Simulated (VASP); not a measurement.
Data:

```
CELL_PARAMETERS angstrom
      0.00000     2.32000     2.32000
      2.32000     0.00000     2.32000
      2.32000     2.32000     0.00000
ATOMIC_POSITIONS crystal
  Hf 0.00000 0.00000 0.00000
  C  0.50000 0.50000 0.50000
```

Calculation: PBE GGA, VASP's PBE PAW potentials (set 64) (plane waves; VASP 6.6.1). Numerical set-up: PREC = Low, 520 eV cut-off, 12×12×12 Γ-centred mesh, first-order Methfessel-Paxton smearing of 0.10 eV, potentials Hf_pv C.

Unless said otherwise, spin-orbit coupling is left out, though it shifts the bands of the heavy elements here.

Estimate the energy per atom (σ→0), pressure, band gap (on the k-mesh) with the smallest direct gap where there is one.

```
Property                                                    Result
------------------------  ----------------------------------------
band gap (on the k-mesh)  none (metal, semimetal or under 0.01 eV)
energy per atom (σ→0)                      -1015.3 kJ/mol of atoms
pressure                                                  1.15 GPa
```

Total energies compare only between runs with the same potentials, cut-off and functional.

The compound is HfC in the rock salt structure. The cell was not relaxed at this level. The run is one of a series of settings (PREC = Low against the base run), some of them coarse on purpose.
